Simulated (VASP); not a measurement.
PbS (rock salt) relaxed at rising pressure, in one space group throughout; other phases were not tried. The pressures are those reached. Level of theory: PBEsol GGA, VASP's PBE PAW potentials (set 64) (plane waves; VASP 6.6.1).

```
P (GPa)  V (Å³/atom)  k-mesh
-------  -----------  ------
0.03          25.672   8×8×8
4.93          23.878   8×8×8
9.94          22.583   8×8×8
19.97         20.736   8×8×8
30.16         19.429   9×9×9
```

A change of mesh leaves a small step in the series.

Fit an equation of state and predict the volume at 45.10 GPa.

Least squares on the third-order Birch-Murnaghan form, P = (3B0/2)(y⁷ − y⁵)[1 + (3/4)(B′ − 4)(y² − 1)] with y = (V0/V)^(1/3), gives V0 = 25.681 Å³/atom, B0 = 58 GPa and B′ = 4.4, and so 18.043 Å³/atom. The run gave 17.961 Å³/atom, -0.5 % from the fit.

Pressures at which the relaxation failed are left out.

The compound is PbS in the rock salt structure.
